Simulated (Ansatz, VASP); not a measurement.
# Si: VASP beside Ansatz, part 2 of 2

One calculation is typed for both programs; each brings its own data sets. How far apart do they land? Of the first pair: The structure shown is frame 133 of Ansatz's trajectory.

VASP 6.6.1 and Ansatz 0.2.0.

So far. Step 3 (VASP: single point, PBE, pair 1): The run ends at a pressure of -0.10 GPa, with forces up to 2.0 eV/Å.

## 4. Comparison

Known differences besides the potentials themselves: the cutoff is 420 eV in Ansatz and 400 eV in VASP (PREC = Accurate, projectors in real space). Total energies have different zeros and are not compared.

Forces on 10 of the 76 atoms, those with the largest forces and the largest differences (eV/Å; atoms numbered as in POSCAR):

```
atom          Ansatz x, y, z            VASP x, y, z
 Si2   -1.472, -0.423, 0.387   -1.464, -0.424, 0.386
 Si9   -0.887, 0.060, -0.286   -0.879, 0.057, -0.291
Si15  -0.048, -1.784, -0.949  -0.050, -1.783, -0.946
Si19  -1.189, -0.778, -0.245  -1.185, -0.776, -0.245
Si20     1.656, 0.641, 0.337     1.653, 0.639, 0.334
Si21   0.407, -0.182, -0.803   0.400, -0.186, -0.798
Si24   -0.834, 0.672, -1.174   -0.835, 0.670, -1.177
Si34    0.052, -0.327, 0.201    0.048, -0.320, 0.205
Si66     1.540, 0.896, 0.465     1.536, 0.894, 0.464
Si75    1.155, 0.982, -0.705    1.156, 0.980, -0.705
```

The forces differ by 2.9 meV/Å r.m.s., which is 0.5 % of the r.m.s. force of 0.551 eV/Å (both taken over all components).

## 5. Ansatz: dynamics, PBE

One frame of this run of dynamics is then solved in both programs, so the motion causes no difference.

The structure compared here is frame 267 of Ansatz's trajectory.

input.yaml reads:

```yaml
crystal:
  lattice:
    - [11.6183, 0.0, 0.0]
    - [0.0, 11.6183, 0.0]
    - [0.0, 0.0, 11.6183]
  atoms:
    - { symbol: Si, position: [0.20159, 0.72743, 0.53705] }
    - { symbol: Si, position: [0.70028, 0.65849, 0.50724] }
    - { symbol: Si, position: [0.59201, 0.81098, 0.41725] }
    - { symbol: Si, position: [0.46667, 0.4561, 0.05988] }
    - { symbol: Si, position: [0.53487, 0.04944, 0.70603] }
    - { symbol: Si, position: [0.11109, 0.31613, 0.31856] }
    - { symbol: Si, position: [0.1832, 0.20811, 0.15835] }
    - { symbol: Si, position: [0.26738, 0.32245, 0.45483] }
    - { symbol: Si, position: [0.60153, 0.23867, 0.64543] }
    - { symbol: Si, position: [0.79728, 0.40787, 0.07499] }
    - { symbol: Si, position: [0.91316, 0.80259, 0.94602] }
    - { symbol: Si, position: [0.35547, 0.09157, 0.79206] }
    - { symbol: Si, position: [0.494, 0.71523, 0.25167] }
    - { symbol: Si, position: [0.80898, 0.85066, 0.76837] }
    - { symbol: Si, position: [0.90037, 0.29761, 0.81422] }
    - { symbol: Si, position: [0.7147, 0.21732, 0.12016] }
    - { symbol: Si, position: [0.12412, 0.47905, 0.9774] }
    - { symbol: Si, position: [0.10716, 0.8522, 0.66497] }
    - { symbol: Si, position: [0.36505, 0.77029, 0.86334] }
    - { symbol: Si, position: [0.88578, 0.74429, 0.46506] }
    - { symbol: Si, position: [0.4694, 0.56715, 0.57943] }
    - { symbol: Si, position: [0.07065, 0.16395, 0.68143] }
    - { symbol: Si, position: [0.42892, 0.98917, 0.1172] }
    - { symbol: Si, position: [0.64853, 0.53208, 0.02023] }
    - { symbol: Si, position: [0.17773, 0.34005, 0.6411] }
    - { symbol: Si, position: [0.23073, 0.86449, 0.38662] }
    - { symbol: Si, position: [0.71226, 0.9446, 0.30911] }
    - { symbol: Si, position: [0.62722, 0.733, 0.09552] }
    - { symbol: Si, position: [0.07359, 0.73427, 0.82656] }
    - { symbol: Si, position: [0.62795, 0.93875, 0.12686] }
    - { symbol: Si, position: [0.06904, 0.89147, 0.26508] }
    - { symbol: Si, position: [0.39792, 0.47384, 0.40561] }
    - { symbol: Si, position: [0.1762, 0.57937, 0.15016] }
    - { symbol: Si, position: [0.5328, 0.43461, 0.72301] }
    - { symbol: Si, position: [0.16912, 0.78255, 0.12578] }
    - { symbol: Si, position: [0.31443, 0.00648, 0.49494] }
    - { symbol: Si, position: [0.91968, 0.90074, 0.60046] }
    - { symbol: Si, position: [0.37135, 0.55262, 0.21879] }
    - { symbol: Si, position: [0.87844, 0.82965, 0.28208] }
    - { symbol: Si, position: [0.1319, 0.89298, 0.96052] }
    - { symbol: Si, position: [0.34054, 0.84012, 0.21665] }
    - { symbol: Si, position: [0.56207, 0.76057, 0.89794] }
    - { symbol: Si, position: [0.39169, 0.16619, 0.40454] }
    - { symbol: Si, position: [0.57264, 0.38822, 0.3416] }
    - { symbol: Si, position: [0.04364, 0.61346, 0.47031] }
    - { symbol: Si, position: [0.80066, 0.24633, 0.64728] }
    - { symbol: Si, position: [0.37768, 0.16364, 0.20231] }
    - { symbol: Si, position: [0.47605, 0.90589, 0.56055] }
    - { symbol: Si, position: [0.76646, 0.66546, 0.70137] }
    - { symbol: Si, position: [0.38824, 0.74649, 0.65642] }
    - { symbol: Si, position: [0.02602, 0.07672, 0.19411] }
    - { symbol: Si, position: [0.86139, 0.53007, 0.22147] }
    - { symbol: Si, position: [0.74396, 0.49362, 0.38927] }
    - { symbol: Si, position: [0.94237, 0.58401, 0.75588] }
    - { symbol: Si, position: [0.95121, 0.00309, 0.01002] }
    - { symbol: Si, position: [0.28636, 0.2818, 0.81948] }
    - { symbol: Si, position: [0.26836, 0.55442, 0.64575] }
    - { symbol: Si, position: [0.52912, 0.29531, 0.15983] }
    - { symbol: Si, position: [0.82931, 0.71031, 0.12123] }
    - { symbol: Si, position: [0.01452, 0.46477, 0.60503] }
    - { symbol: Si, position: [0.92537, 0.46699, 0.92091] }
    - { symbol: Si, position: [0.58576, 0.21603, 0.44341] }
    - { symbol: Si, position: [0.32649, 0.95867, 0.94102] }
    - { symbol: Si, position: [0.91938, 0.10278, 0.5604] }
    - { symbol: Si, position: [0.15331, 0.2749, 0.96916] }
    - { symbol: Si, position: [0.21365, 0.02445, 0.66775] }
    - { symbol: Si, position: [0.01538, 0.15505, 0.88028] }
    - { symbol: Si, position: [0.24188, 0.60114, 0.84902] }
    - { symbol: Si, position: [0.7447, 0.1472, 0.32145] }
    - { symbol: Si, position: [0.39291, 0.44284, 0.86907] }
    - { symbol: Si, position: [0.05111, 0.51197, 0.29212] }
    - { symbol: Si, position: [0.74241, 0.04711, 0.00245] }
    - { symbol: Si, position: [0.86876, 0.36669, 0.49667] }
    - { symbol: Si, position: [0.6385, 0.57828, 0.82395] }
    - { symbol: Si, position: [0.64821, 0.94799, 0.84264] }
    - { symbol: Si, position: [0.9399, 0.1979, 0.37708] }
kpoints:
  mp_grid: { grid: [1, 1, 1] }
hamiltonian:
  xc: pbe
scf:
  occupations: { method: fermi_dirac, width: 0.05 }
output:
  forces: true
  stress: true
md:
  timestep: 3.0
  n_steps: 400
  ensemble: nvt_nose_hoover
  temperature: 300
  initial_velocities: maxwell_boltzmann
  seed: 7
```

Command:

```bash
> ansatz run input.yaml --threads 8 --pin off --max-ram 15360MiB --backend cpu --events-out ev --progress --plain --runs-dir out
```

Numbers of over 12 decimals in the logs are rounded to 6 here.

Log:

```text
[...]
Crystal: 76 atoms, lattice volume = 1568.295 Å³
Basis set: ecut = 420 eV, 30647 PW (Γ), exchange–correlation on 160×160×160 points (8 copies of the dense FFT grid, shifted against one another)
Bands: 228, of which v1, the nominal top of the filled ones, is band 152 counted from 1 (151 counted from 0)
Symmetry: 1 space group operations
k-points: 1
[...]
0.722158      -0.676267       0.144164
       -0.676267       0.493194      -1.739307
        0.144164      -1.739307      -1.283774
  P = ⅓ Tr σ = -0.0228 GPa (-0.228 kbar)
--- Band table (eV) ---
  k-point 0: bands = [... 148 lower, 5.5124, 5.6992, 5.8931, 5.9413, 6.1192, 6.3644, 6.3829, 6.5184, ... 72 higher]
--- MD trajectory: 400 steps, t = 0.0 → 1200.0 fs ---
[...]
conserved energy: peak-to-peak 3.219e-2 eV (4.235e-4 eV/atom) over 1200.0 fs
[key lines of the parts left out:]
SCF converged after 7 iterations
Free energy (F): -48300.147910 eV
Fermi energy:    6.040122 eV
```

## 6. VASP: single point, PBE, pair 2

The same cell, functional, mesh and smearing now go to VASP, with its own data sets.

INCAR reads:

```
SYSTEM = Si
PREC = Accurate
ENCUT = 400
EDIFF = 1E-06
NELM = 120
ISMEAR = -1
SIGMA = 0.05
LREAL = Auto
ALGO = Normal
GGA = PE
NBANDS = 208
LORBIT = 11
LWAVE = .FALSE.
LCHARG = .FALSE.
ISIF = 2
LASPH = .TRUE.
GGA_COMPAT = .FALSE.
EFERMI = MIDGAP
NCORE = 4
```

POSCAR reads:

```
Si
1.0
   11.6183000000      0.0000000000      0.0000000000
    0.0000000000     11.6183000000      0.0000000000
    0.0000000000      0.0000000000     11.6183000000
Si
76
Direct
    0.2152724581      0.7386192472      0.5281839856
    0.7128925919      0.6596403949      0.5060206743
    0.6056221650      0.8143790400      0.4159042201
    0.4572786036      0.4675899228      0.0480018591
    0.5289328043      0.0489830698      0.7072463269
    0.1070638562      0.3191172547      0.3255984094
    0.1761273164      0.2094884794      0.1572691358
    0.2649268826      0.3282321854      0.4513741253
    0.6123615331      0.2306447587      0.6465661930
    0.7795632752      0.4001876350      0.0763795047
    0.9091519413      0.8038267216      0.9439246706
    0.3453345154      0.0778254994      0.7840992228
    0.4895208421      0.7175232177      0.2535138531
    0.7996092372      0.8492980901      0.7666353942
    0.8906208309      0.3070931203      0.8181833831
    0.7024177375      0.2010965460      0.1250096830
    0.1092758837      0.4829966518      0.9903944639
    0.1066162864      0.8556329239      0.6598125371
    0.3714657050      0.7592677070      0.8502965150
    0.9046676364      0.7478030349      0.4676415655
    0.4575970667      0.5620615753      0.5842679222
    0.0774037510      0.1757399964      0.6797379995
    0.4306998442      0.9821402443      0.1170653194
    0.6421077094      0.5352073883      0.0018505289
    0.1914307601      0.3456529785      0.6460067308
    0.2285360165      0.8783384833      0.3788506064
    0.7250286186      0.9460678413      0.3088833995
    0.6279145830      0.7266553627      0.0962361103
    0.0753810798      0.7355895441      0.8261535681
    0.6323816737      0.9348011327      0.1303374848
    0.0746150470      0.9017498257      0.2537118167
    0.3849100127      0.4777979567      0.4025459835
    0.1613058709      0.5866865204      0.1580609900
    0.5502009760      0.4236075846      0.7068073642
    0.1825051858      0.7914152673      0.1126584784
    0.3195906458      0.0107244605      0.4973705275
    0.9189554410      0.9068710569      0.5979790503
    0.3497843919      0.5564841672      0.2147043888
    0.8905605812      0.8196638062      0.2856183779
    0.1428780458      0.9086355147      0.9545544529
    0.3424683473      0.8428599709      0.2198944768
    0.5609598650      0.7557129701      0.9032302488
    0.3894631745      0.1708339430      0.4058080786
    0.5619066473      0.3979411790      0.3394730727
    0.0663952558      0.6089445100      0.4816625496
    0.8024495838      0.2458018815      0.6509816410
    0.3727137361      0.1665648159      0.1919041512
    0.4841672190      0.8987459439      0.5597118339
    0.7626675159      0.6644345558      0.6959710112
    0.3856071887      0.7454274722      0.6474182970
    0.0153723006      0.0705180620      0.1880051298
    0.8471032767      0.5225118993      0.2245681382
    0.7293666027      0.4894433781      0.3891102829
    0.9412478590      0.5911536111      0.7488014598
    0.9564566245      0.0003787129      0.0124372757
    0.2925643166      0.2635239235      0.8341840028
    0.3015759621      0.5050050352      0.7194770319
    0.5155573535      0.3041925239      0.1535680779
    0.8245182170      0.7036399473      0.1335479373
    0.0183073255      0.4602824854      0.6124476042
    0.9175610890      0.4785123469      0.9245070277
    0.5837514955      0.2249296369      0.4377404612
    0.3441381269      0.9438816350      0.9343965985
    0.9300586144      0.0994207414      0.5592126215
    0.1530602584      0.2887771877      0.9676975117
    0.1967585619      0.0305122092      0.6569635833
    0.0138918775      0.1628121154      0.8797500495
    0.2222270040      0.6121807838      0.8658667791
    0.7421653770      0.1528795091      0.3232056325
    0.4358296825      0.3977776439      0.8640506787
    0.0479846449      0.5228045411      0.3024797087
    0.7480096055      0.0484236076      0.9991909315
    0.8660389214      0.3658969040      0.4955974626
    0.6302557173      0.5783376225      0.8098000568
    0.6423314943      0.9529879587      0.8464835647
    0.9351109887      0.2056411007      0.3771636126
```

KPOINTS reads:

```
Automatic mesh
0
Gamma
1 1 1
0 0 0
```

The projector-augmented-wave data sets are Si (PBE family, release 64).

Command:

```bash
> mpirun -np 16 vasp_gam
```

Log:

```text
[... set-up lines as in an earlier step ...]
 entering main loop
       N       E                     dE             d eps       ncg     rms          rms(c)
DAV:   1     0.127427945334E+04    0.12743E+04   -0.11200E+05   416   0.104E+03
DAV:   2    -0.242568141196E+03   -0.15168E+04   -0.14147E+04   536   0.192E+02
DAV:   3    -0.394077063806E+03   -0.15151E+03   -0.14737E+03   520   0.552E+01
DAV:   4    -0.398479350407E+03   -0.44023E+01   -0.43577E+01   504   0.114E+01
[...]
DAV:  16    -0.390915200995E+03   -0.74186E-05   -0.10711E-05   456   0.536E-03    0.318E-03
DAV:  17    -0.390915202589E+03   -0.15947E-05   -0.82006E-07   336   0.166E-03    0.155E-03
DAV:  18    -0.390915203304E+03   -0.71453E-06   -0.79215E-07   304   0.146E-03
   1 F= -.39091520E+03 E0= -.39085534E+03  d E =-.119728E+00
```

Parts of OUTCAR (step 6):

```text
  FREE ENERGIE OF THE ION-ELECTRON SYSTEM (eV)
  ---------------------------------------------------
  free  energy   TOTEN  =      -390.9152033038 eV

  energy  without entropy=     -390.7954756568  energy(sigma->0) =     -390.85533948
```

The run ends at a pressure of -0.17 GPa, with forces up to 2.1 eV/Å.

## 7. Differences

Forces on 9 of the 76 atoms, those with the largest forces and the largest differences (eV/Å; atoms numbered as in POSCAR):

```
atom          Ansatz x, y, z            VASP x, y, z
 Si9  -1.116, -0.152, -0.937  -1.108, -0.152, -0.940
Si22    -1.111, 0.617, 0.567    -1.107, 0.609, 0.565
Si29   -0.971, 1.108, -0.394   -0.970, 1.108, -0.396
Si31   -0.113, -1.462, 0.104   -0.116, -1.458, 0.101
Si34    0.078, 0.118, -0.259    0.072, 0.123, -0.251
Si51     0.401, 2.062, 0.345     0.405, 2.051, 0.342
Si64   -0.597, 1.677, -0.189   -0.596, 1.676, -0.186
Si66    1.752, -0.879, 0.238    1.751, -0.878, 0.240
Si71  -0.937, -1.051, -0.103  -0.934, -1.047, -0.106
```

The forces differ by 2.8 meV/Å r.m.s., which is 0.5 % of the r.m.s. force of 0.543 eV/Å (both taken over all components).

## 8. Ansatz: dynamics, PBE

One frame of this run of dynamics is then solved in both programs, so the motion causes no difference.

The structure compared here is frame 400 of Ansatz's trajectory.

input.yaml is that of step 5.

Command:

```bash
> ansatz run input.yaml --threads 8 --pin off --max-ram 15360MiB --backend cpu --events-out ev --progress --plain --runs-dir out
```

Log:

```text
[...]
Crystal: 76 atoms, lattice volume = 1568.295 Å³
Basis set: ecut = 420 eV, 30647 PW (Γ), exchange–correlation on 160×160×160 points (8 copies of the dense FFT grid, shifted against one another)
Bands: 228, of which v1, the nominal top of the filled ones, is band 152 counted from 1 (151 counted from 0)
Symmetry: 1 space group operations
k-points: 1
[...]
0.722158      -0.676267       0.144164
       -0.676267       0.493194      -1.739307
        0.144164      -1.739307      -1.283774
  P = ⅓ Tr σ = -0.0228 GPa (-0.228 kbar)
--- Band table (eV) ---
  k-point 0: bands = [... 148 lower, 5.5124, 5.6992, 5.8931, 5.9413, 6.1192, 6.3644, 6.3829, 6.5184, ... 72 higher]
--- MD trajectory: 400 steps, t = 0.0 → 1200.0 fs ---
[...]
conserved energy: peak-to-peak 3.219e-2 eV (4.235e-4 eV/atom) over 1200.0 fs
[key lines of the parts left out:]
SCF converged after 7 iterations
Free energy (F): -48300.147910 eV
Fermi energy:    6.040122 eV
```

## 9. VASP: single point, PBE, pair 3

The same cell, functional, mesh and smearing now go to VASP, with its own data sets.

INCAR is that of step 6.

POSCAR reads:

```
Si
1.0
   11.6183000000      0.0000000000      0.0000000000
    0.0000000000     11.6183000000      0.0000000000
    0.0000000000      0.0000000000     11.6183000000
Si
76
Direct
    0.2105901896      0.7322413778      0.5213413322
    0.7156468674      0.6710620315      0.5122866512
    0.5972388387      0.8064777119      0.4166444316
    0.4609624472      0.4558153947      0.0538891232
    0.5433325013      0.0448860849      0.6967628655
    0.1064183228      0.3364605837      0.3003795736
    0.1688715217      0.2212974359      0.1526299028
    0.2580928363      0.3227924912      0.4387991358
    0.5988827970      0.2358864894      0.6254357350
    0.8053415732      0.4049387604      0.0756651145
    0.9163560934      0.7870428548      0.9640739179
    0.3675150409      0.0663522202      0.7983870274
    0.4964237453      0.7095960683      0.2575850167
    0.8146630746      0.8474389541      0.7799505952
    0.8918602549      0.2928655655      0.8249830010
    0.7203807786      0.2241549969      0.1186576349
    0.1248461479      0.4808793025      0.9913240319
    0.1147758278      0.8574576315      0.6550183762
    0.3517812417      0.7694413124      0.8714183659
    0.8947092087      0.7480870695      0.4576573165
    0.4393241696      0.5568628801      0.5944329205
    0.0761987554      0.1667369581      0.6801339267
    0.4306998442      0.9863749430      0.1196732741
    0.6459292668      0.5278741296      0.0206570669
    0.1549796442      0.3461005483      0.6269678008
    0.2206519026      0.8813595793      0.3804257077
    0.7185474639      0.9385021905      0.3084272226
    0.6171040514      0.7352194383      0.0970796072
    0.0729022318      0.7524336607      0.8259039619
    0.6315209626      0.9440709915      0.1278844581
    0.0688138540      0.8945542807      0.2585404061
    0.3948081905      0.4861468545      0.4011516315
    0.1612714425      0.6037888503      0.1535766851
    0.5563808819      0.4265770379      0.7057572967
    0.1792344835      0.8042226488      0.1122453371
    0.3154678395      0.0129967379      0.4911992288
    0.9268051264      0.8967835225      0.6085399757
    0.3602506391      0.5613643993      0.2171918439
    0.8926693234      0.8235025778      0.2766411609
    0.1414664796      0.9084547653      0.9409810385
    0.3489581092      0.8388748784      0.2206691168
    0.5475155574      0.7615313772      0.9138944596
    0.3833004829      0.1724348657      0.3944036563
    0.5602282606      0.3987674617      0.3279567579
    0.0476145391      0.6120861055      0.4740452562
    0.7954606096      0.2444677793      0.6335780622
    0.3675580765      0.1728996497      0.1894080890
    0.4775655647      0.9035228906      0.5606414019
    0.7614453061      0.6653210883      0.7137274816
    0.3805548144      0.7468906811      0.6515755317
    0.0334816625      0.0833254435      0.1999259788
    0.8573973817      0.5281753785      0.2307824725
    0.7292719245      0.4994620556      0.3878450376
    0.9409552172      0.5822796795      0.7533632287
    0.9504488608      0.0093559299      0.0162760473
    0.3373643304      0.2386493721      0.8868164878
    0.2921942109      0.4718676571      0.7248392622
    0.5274093456      0.2924093886      0.1468717454
    0.8198703769      0.7006532797      0.1278930653
    0.9988810755      0.4651885388      0.6032638166
    0.9292495460      0.4659631788      0.9251525610
    0.5768658065      0.2086363754      0.4197257774
    0.3399034282      0.9505607533      0.9495623284
    0.9322706420      0.1078643175      0.5579990188
    0.1521823330      0.2835096357      0.9570246938
    0.2190165515      0.0338861968      0.6678257576
    0.0151313015      0.1477410637      0.8798016922
    0.2157802777      0.6141087767      0.8599450866
    0.7383352126      0.1405971614      0.3116376750
    0.4282554246      0.4095952076      0.8613394386
    0.0510573836      0.5286057341      0.2905502526
    0.7397381717      0.0505237427      0.0119380632
    0.8586368057      0.3705963867      0.4836852207
    0.6208911803      0.5796459034      0.8225988312
    0.6596576091      0.9456633070      0.8463974936
    0.9343707771      0.2040143567      0.3685134658
```

KPOINTS is that of step 6.

Command:

```bash
> mpirun -np 16 vasp_gam
```

Log:

```text
[... set-up lines as in an earlier step ...]
 entering main loop
       N       E                     dE             d eps       ncg     rms          rms(c)
DAV:   1     0.127442234603E+04    0.12744E+04   -0.11201E+05   416   0.104E+03
DAV:   2    -0.237112482756E+03   -0.15115E+04   -0.14109E+04   528   0.192E+02
DAV:   3    -0.393899714205E+03   -0.15679E+03   -0.15228E+03   520   0.555E+01
DAV:   4    -0.398699718704E+03   -0.48000E+01   -0.47449E+01   512   0.117E+01
[...]
DAV:  16    -0.390830599917E+03   -0.67903E-05   -0.88174E-06   448   0.487E-03    0.262E-03
DAV:  17    -0.390830601220E+03   -0.13033E-05   -0.51111E-07   336   0.134E-03    0.150E-03
DAV:  18    -0.390830601763E+03   -0.54284E-06   -0.63577E-07   296   0.138E-03
   1 F= -.39083060E+03 E0= -.39077772E+03  d E =-.105769E+00
```

OUTCAR, selected parts (step 9):

```text
  FREE ENERGIE OF THE ION-ELECTRON SYSTEM (eV)
  ---------------------------------------------------
  free  energy   TOTEN  =      -390.8306017626 eV

  energy  without entropy=     -390.7248327613  energy(sigma->0) =     -390.77771726
```

The run ends at a pressure of -0.10 GPa, with forces up to 1.9 eV/Å.

## 10. Comparison

Forces on 9 of the 76 atoms, those with the largest forces and the largest differences (eV/Å; atoms numbered as in POSCAR):

```
atom         Ansatz x, y, z           VASP x, y, z
 Si4   -0.005, 0.378, 0.534    0.002, 0.373, 0.530
Si19  0.120, -1.286, -0.987  0.122, -1.283, -0.985
Si26   0.907, -0.882, 0.452   0.909, -0.882, 0.450
Si31   0.719, 0.816, -0.752   0.717, 0.818, -0.750
Si33  1.121, -0.106, -0.755  1.120, -0.109, -0.753
Si39  -1.862, 0.175, -0.165  -1.859, 0.175, -0.160
Si40   -0.053, 0.380, 0.689   -0.048, 0.373, 0.694
Si62    0.221, 1.319, 0.491    0.218, 1.321, 0.491
Si72   0.883, 0.336, -1.100   0.877, 0.332, -1.095
```

The forces differ by 2.8 meV/Å r.m.s., which is 0.5 % of the r.m.s. force of 0.528 eV/Å (both taken over all components).

## 11. What came out

```json
{
 "r.m.s. force difference (single point, PBE, pair 1)": "0.52 % of the r.m.s. force",
 "r.m.s. force difference (single point, PBE, pair 2)": "0.51 % of the r.m.s. force",
 "r.m.s. force difference (single point, PBE, pair 3)": "0.53 % of the r.m.s. force"
}
```

What this shows: The r.m.s. force difference is 0.53 % of the r.m.s. force (single point, PBE, pair 3), within the 3 % picked in this series as the mark of a large difference. 2 further runs of this series are not shown here. How closely two codes agree says nothing of how well the functional describes the real material.

[Lines on the potential files, build, host, timing and source positions are cut from VASP's logs without a mark.]

[Logs are printed without paths, hosts, clocks, repeated set-up lines and the standing remarks that a program may print on its own settings, such as how far it seeks lower states.]

[Hosts, paths, dates, database ids (printed as entryN), source tags and the programs' standing remarks are cut or masked in the printed files.]
